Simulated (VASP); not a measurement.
Level of theory: PBEsol GGA, VASP's PBE PAW potentials (set 64) (plane waves; VASP).

A VASP calculation is set up with these files.

File KPOINTS:
```
Automatic mesh
0
Gamma
8 8 11
0 0 0
```

POSCAR:
```
LuCo3B2
9.6385740
  0.5000000000   0.0000000000   0.0000000000
 -0.2500000519   0.4330127050   0.0000000000
  0.0000000000   0.0000000000   0.3017443244
Lu Co B
1 3 2
Direct
  0.0000000000   0.0000000000   0.0000000000
  0.5000000000   0.5000000000   0.5000000000
  0.0000000000   0.5000000000   0.5000000000
  0.5000000000   0.0000000000   0.5000000000
  0.6666670000   0.3333330000   0.0000000000
  0.3333330000   0.6666670000   0.0000000000
```

**INCAR**
```
SYSTEM=LuCo3B2
PREC=Accurate; ENCUT=400; LREAL=F
LASPH=T
EDIFF=1E-6; NELM=100; ALGO=Normal
LMAXMIX=6
ISMEAR=0; SIGMA=0.272
GGA=PS
ISIF=2
LWAVE=F; LCHARG=F
```

POTCAR, in this order: Lu_3 Co B (PBE.64 set). Program: vasp_std.

The resulting files:

OSZICAR:
```
       N       E                     dE             d eps       ncg     rms          rms(c)
DAV:   1     0.220892598057E+03    0.22089E+03   -0.16227E+04  4476   0.178E+03
DAV:   2    -0.331746679633E+02   -0.25407E+03   -0.24916E+03  4503   0.587E+02
DAV:   3    -0.544447323884E+02   -0.21270E+02   -0.20584E+02  4992   0.147E+02
DAV:   4    -0.555476904825E+02   -0.11030E+01   -0.10753E+01  4967   0.266E+01
DAV:   5    -0.555947747486E+02   -0.47084E-01   -0.46481E-01  4312   0.481E+00    0.547E+01
DAV:   6    -0.679621643921E+02   -0.12367E+02   -0.29773E+02  4982   0.222E+02    0.387E+01
DAV:   7    -0.458174386935E+02    0.22145E+02   -0.16058E+02  4950   0.153E+02    0.163E+01
DAV:   8    -0.460089845059E+02   -0.19155E+00   -0.75959E+00  4956   0.212E+01    0.123E+01
DAV:   9    -0.457891778338E+02    0.21981E+00   -0.92769E-01  5340   0.107E+01    0.451E+00
DAV:  10    -0.457883275821E+02    0.85025E-03   -0.96335E-02  5395   0.272E+00    0.831E-01
DAV:  11    -0.457881912730E+02    0.13631E-03   -0.47575E-03  5718   0.753E-01    0.476E-01
DAV:  12    -0.457877290128E+02    0.46226E-03   -0.15192E-03  5879   0.486E-01    0.138E-01
DAV:  13    -0.457876630096E+02    0.66003E-04   -0.29155E-04  4074   0.173E-01    0.386E-02
DAV:  14    -0.457876559104E+02    0.70992E-05   -0.11590E-04  5749   0.108E-01    0.201E-02
DAV:  15    -0.457876564238E+02   -0.51337E-06   -0.39222E-06  3067   0.184E-02
   1 F= -.45787656E+02 E0= -.45731245E+02  d E =-.112823E+00
```

File OUTCAR:
```
------------------------ aborting loop because EDIFF is reached ----------------------------------------
  FORCE on cell =-STRESS in cart. coord.  units (eV):
  Direction    XX          YY          ZZ          XY          YZ          ZX
  --------------------------------------------------------------------------------------
  Total        4.3969180      4.3969180      5.4065545     -0.0000005      0.0000000     -0.0000000
  in kB      120.4233861    120.4233878    148.0754494     -0.0000144      0.0000000     -0.0000000
  external PRESSURE =     129.6407411 kB  Pullay stress =       0.0000000 kB
  volume of cell :       58.50
      direct lattice vectors                 reciprocal lattice vectors
     4.819287000  0.000000000  0.000000000     0.207499574  0.119799959  0.000000000
    -2.409644000  4.173625000  0.000000000     0.000000000  0.239599868  0.000000000
     0.000000000  0.000000000  2.908385000     0.000000000  0.000000000  0.343833433
 POSITION                                       TOTAL-FORCE (eV/Angst)
 -----------------------------------------------------------------------------------
      0.00000      0.00000      0.00000         0.000000      0.000000      0.000000
      1.20482      2.08681      1.45419         0.000000      0.000000      0.000000
     -1.20482      2.08681      1.45419         0.000000      0.000000      0.000000
      2.40964      0.00000      1.45419         0.000000      0.000000      0.000000
      2.40965      1.39121      0.00000         0.000000      0.000000     -0.000000
     -0.00000      2.78242      0.00000        -0.000000      0.000000      0.000000
 -----------------------------------------------------------------------------------
    total drift:                               -0.000000      0.000000     -0.000000
  FREE ENERGIE OF THE ION-ELECTRON SYSTEM (eV)
  ---------------------------------------------------
  free  energy   TOTEN  =       -45.7876564238 eV

  energy  without entropy=      -45.6748337585  energy(sigma->0) =      -45.73124509
```
(Selected blocks of OUTCAR.)

At this cut-off the stress carries a Pulay error, which pulls relaxed volumes low.

The structure comes from a computed database's LuCo3B2 entry (P6/mmm); how it stands against other phases isn't given here. The cell was not relaxed at this level, and its volume differs by -5.9 % from the start's. The run is not spin-polarised, so no magnetic state was tried.
